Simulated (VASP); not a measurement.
Consider the following.

```
CELL_PARAMETERS angstrom
      5.07366     2.52738     2.52738
      2.52738     5.07366     2.52738
      2.52738     2.52738     5.07366
ATOMIC_POSITIONS crystal
  Mn 0.00000 0.00000 0.00000
  Mn 0.50000 0.50000 0.50000
  S  0.25000 0.25000 0.25000
  S  0.75000 0.75000 0.75000
```
Starting moments (μB, in the order of the record's atoms Mn Mn S S): 4.1 -4.1 0.0 0.0.

Computed with optB86b-vdW, VASP's PBE PAW potentials (set 64) (plane waves; VASP 6.6.1). Numerical set-up: 520 eV cut-off, Gaussian smearing of 0.050 eV, potentials Mn_pv S.

**Question.** Predict the cell moment, band gap (along the path) with the smallest direct gap where there is one.

**Answer.** 
```json
{
 "band gap (along the path)": "0.46 eV",
 "smallest direct gap (along the path)": "0.85 eV",
 "cell_moment": "0.00 μB"
}
```

Total energies compare only between runs with the same potentials, cut-off and functional.

The compound is MnS in the rock salt, AFM-II order structure. It was relaxed first, which changed the volume by -8 %.
